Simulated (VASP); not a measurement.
```yaml
crystal:
  lattice:
    - [3.67505, 0.00000, 0.00000]
    - [-1.83753, 3.18269, 0.00000]
    - [0.00000, 0.00000, 24.63160]
  atoms:
    - { symbol: Ni, position: [0.33333, 0.66667, 0.28419], spin: 2.0 }
    - { symbol: Ni, position: [0.66667, 0.33333, 0.53083], spin: 2.0 }
    - { symbol: Ni, position: [0.66667, 0.33333, 0.65415], spin: 2.0 }
    - { symbol: Ni, position: [0.33333, 0.66667, 0.40751], spin: 2.0 }
    - { symbol: Sb, position: [0.00000, 0.00000, 0.71581] }
    - { symbol: Sb, position: [0.00000, 0.00000, 0.46917] }
    - { symbol: Sb, position: [0.33333, 0.66667, 0.59249] }
    - { symbol: Sb, position: [0.66667, 0.33333, 0.34585] }
```

Computed with LDA (Ceperley-Alder, Perdew-Zunger), VASP's LDA PAW potentials (set 64) (plane waves; VASP). Settings: 300 eV cut-off, 5×5×1 Γ-centred mesh, first-order Methfessel-Paxton smearing of 0.14 eV, potentials Ni Sb.

At this cut-off the stress carries a Pulay error, which pulls relaxed volumes low. The cell holds a wide vacuum, so values per volume refer to the whole cell.

### Question
Which forces act on the atoms, in eV/Å?

### Answer

```
atom     Fx     Fy      Fz
----  -----  -----  ------
Ni1   0.000  0.000   1.852
Ni2   0.000  0.000   0.729
Ni3   0.000  0.000  -0.217
Ni4   0.000  0.000  -0.366
Sb5   0.000  0.000  -1.088
Sb6   0.000  0.000   0.132
Sb7   0.000  0.000   0.094
Sb8   0.000  0.000  -1.135
```

### Question
Give the stress tensor in GPa (positive for a compressed cell).

### Answer

```
-3.93   0.00   0.00
 0.00  -3.93   0.00
 0.00   0.00  -5.94
```
The pressure is its mean diagonal, -4.60 GPa.

The cell is a sheet with vacuum, built from a generated structure.
